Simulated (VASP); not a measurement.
An input for Ansatz (written as the equivalent of a VASP run, and not itself run):

Ansatz 0.2 input:
```yaml
crystal:
  lattice:
    - [0.0000000, 4.1417540, 4.1417540]
    - [4.1417540, 0.0000000, 4.1417540]
    - [4.1417540, 4.1417540, 0.0000000]
  atoms:
    - { symbol: Mg, position: [0.1250000, 0.1250000, 0.1250000] }
    - { symbol: Mg, position: [0.6250000, 0.1250000, 0.1250000] }
    - { symbol: Mg, position: [0.1250000, 0.6250000, 0.1250000] }
    - { symbol: Mg, position: [0.1250000, 0.1250000, 0.6250000] }
    - { symbol: Au, position: [0.7500000, 0.7500000, 0.7500000] }
    - { symbol: Au, position: [0.5000000, 0.5000000, 0.5000000] }
kpoints:
  mp_grid: { grid: [3, 3, 3] }
hamiltonian:
  xc: pbe
  pseudopotentials: { kind: paw }
scf:
  occupations: { method: gaussian, width: 0.2 }
  max_iter: 100
output: { forces: true, stress: true, eigenvalues: true }
```

### Question
Write the VASP files for the same calculation (PBE).

### Answer
This is not unique; one that fits is 
**POSCAR**
```
Mg2Au
1
    0.0000000000     4.1417540000     4.1417540000
    4.1417540000     0.0000000000     4.1417540000
    4.1417540000     4.1417540000     0.0000000000
Mg Au
4 2
Direct
  0.1250000000   0.1250000000   0.1250000000
  0.6250000000   0.1250000000   0.1250000000
  0.1250000000   0.6250000000   0.1250000000
  0.1250000000   0.1250000000   0.6250000000
  0.7500000000   0.7500000000   0.7500000000
  0.5000000000   0.5000000000   0.5000000000
```

### KPOINTS
```
Regular mesh
0
G
3 3 3
0 0 0
```

INCAR:
```
SYSTEM = Mg2Au
PREC = Accurate
ENCUT = 300
EDIFF = 1E-6
NELM = 100
ALGO = Normal
LREAL = .FALSE.
LASPH = .TRUE.
ISMEAR = 0
SIGMA = 0.2
GGA = PE
LMAXMIX = 6
LWAVE = .FALSE.
LCHARG = .FALSE.
ISIF = 2
```

POTCAR, in this order: Mg Au (PBE.64 set). Program: vasp_std.

The two are equivalent in intent, not identical: each code has its own PAW files, so the cut-off isn't converted (ENCUT is set for VASP's; basis.ecutwfc is left out, and Ansatz then takes the one that its files recommend); Ansatz stops its SCF on the density residual and VASP on the energy change (EDIFF).

The structure was generated: Mg2Au was put into an ordered model structure, which need not be its known phase. The cell was not relaxed at this level. The k-mesh is coarse (spacing up to 0.44 per Å, 2π included), so the numbers may not be converged in it. The run is one of a series of settings (KPOINTS 3×3×3 Γ-centred mesh against the base run), some of them coarse on purpose.
